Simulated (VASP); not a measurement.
Set up this calculation in VASP 6.6.1, as the native input.

```yaml
Task: relaxation of cell and atoms
Functional: PBE
Potentials_or_basis: VASP PAW PBE potentials, release 64 (Ta_pv, As, Au, O)
Cutoff: 600 eV
k_mesh: 7 × 7 × 3
Occupations: fermi-dirac, width 0.05 eV
Spin: no spin polarisation
Further_INCAR_settings: ALGO = Normal; EDIFF = 1e-06; IBRION = 2; EDIFFG = -0.01; NSW = 60; ISIF = 3
```

The structure of Ta3AsAu2O13 lies in POSCAR:

```
Ta3AsAu2O13
1.0
    6.8006700000     -1.9216300000     -0.0262100000
    6.8006700000      1.9216300000     -0.0262100000
   -1.7222500000      0.0000000000     10.3728800000
Ta As Au O
3 1 2 13
Direct
    0.2983200000      0.2983200000      0.6304200000
    0.3583800000      0.3583800000      0.0038600000
    0.6415300000      0.6415300000      0.9984100000
    0.7021000000      0.7021000000      0.3624900000
    0.6017600000      0.6017600000      0.6318100000
    0.3998900000      0.3998900000      0.3657700000
    0.3425700000      0.3425700000      0.8055700000
    0.4163800000      0.4163800000      0.5563500000
    0.7815900000      0.7815900000      0.5938900000
    0.6595800000      0.6595800000      0.2007100000
    0.5909500000      0.5909500000      0.4348600000
    0.2189700000      0.2189700000      0.4115600000
    0.6154600000      0.6154600000      0.8221400000
    0.1440000000      0.1440000000      0.6409700000
    0.3830000000      0.3830000000      0.1794700000
    0.8449800000      0.8449800000      0.3582500000
    0.5005000000      0.5005000000      0.0025800000
    0.8126900000      0.8126900000      0.9923200000
    0.1873700000      0.1873700000      0.0085600000
```

The cell was built by a generator and needn't be a form met in nature.

One way to write it, as run:

INCAR

```
PREC = Accurate
ENCUT = 600
EDIFF = 1E-6
ISMEAR = -1
SIGMA = 0.05
LREAL = False
LASPH = True
NELM = 80
ALGO = Normal
ISIF = 3
LWAVE = False
LCHARG = False
GGA = PE
IBRION = 2
NSW = 60
EDIFFG = -0.01
KPAR = 4
```

KPOINTS

```
Automatic mesh
0
Gamma
  7 7 3
```

Potentials or basis: VASP PAW PBE potentials, release 64 (Ta_pv, As, Au, O).

Run with:

```sh
$ cat potpaw_PBE.64/Ta_pv/POTCAR potpaw_PBE.64/As/POTCAR potpaw_PBE.64/Au/POTCAR potpaw_PBE.64/O/POTCAR > POTCAR
$ mpirun -np 4 vasp_std > vasp.out
```

Results of the run:

```yaml
Relaxed_volume: 14.26 Å³/atom
Relaxed_cell: a = 7.061 Å, b = 7.061 Å, c = 10.518 Å, α = 99.31°, β = 99.31°, γ = 31.62°
Space_group_after_relaxing_to_0.05_Å: Cm (No. 8)
Energy_gained_by_relaxing: 0.3 meV/atom
Ionic_steps: 20
Pressure_after_relaxing: 0.0 GPa
Largest_force_after_relaxing: 0.009 eV/Å
Band_gap_on_the_k_mesh: none (metal or under the smearing width)
```

Wall time 49 min on 4 MPI ranks on AMD EPYC 9R45 96-Core Processor (Zen 5), with other jobs on the host, peak memory 1.3 GiB a rank.
